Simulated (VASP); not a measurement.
Given:

```
CuI
1.0
    0.00000     3.00569     3.00569
    3.00569     0.00000     3.00569
    3.00569     3.00569     0.00000
Cu I
1 1
Direct
  0.25000   0.25000   0.25000
  0.00000   0.00000   0.00000
```

The numbers are results of r2SCAN meta-GGA, VASP's PBE PAW potentials (set 64) (plane waves; VASP), not measurements. Settings: 400 eV cut-off, 9×9×9 Γ-centred mesh, tetrahedra with Blöchl corrections, potentials Cu I.

Unless said otherwise, spin-orbit coupling is left out, though it shifts the bands of the heavy elements here.

Give the energies of bands 2 to 12 at the high-symmetry points, in eV from the valence-band maximum.

| band | Γ | X | U | L | W |
|---|---|---|---|---|---|
| 2 | -3.92 | -5.93 | -5.59 | -5.96 | -5.42 |
| 3 | -3.92 | -4.05 | -4.74 | -3.90 | -4.88 |
| 4 | -3.92 | -4.05 | -3.98 | -3.89 | -4.14 |
| 5 | -1.94 | -1.98 | -2.09 | -1.91 | -2.02 |
| 6 | -1.94 | -1.86 | -1.92 | -1.91 | -2.02 |
| 7 | 0.00 | -1.85 | -1.80 | -1.88 | -1.85 |
| 8 | 0.00 | -1.59 | -1.58 | -0.75 | -1.68 |
| 9 | 0.00 | -1.59 | -1.32 | -0.75 | -1.33 |
| 10 | 1.69 | 2.89 | 3.35 | 2.57 | 4.87 |
| 11 | 5.21 | 3.17 | 4.98 | 5.72 | 4.98 |
| 12 | 5.21 | 9.99 | 8.02 | 5.73 | 6.52 |

The gap is direct, 1.69 eV, from the valence maximum at Γ to the conduction minimum at Γ.

The structure comes from a measured CuI entry (F-43m) of the Crystallography Open Database, whose conditions weren't checked. It was relaxed first.
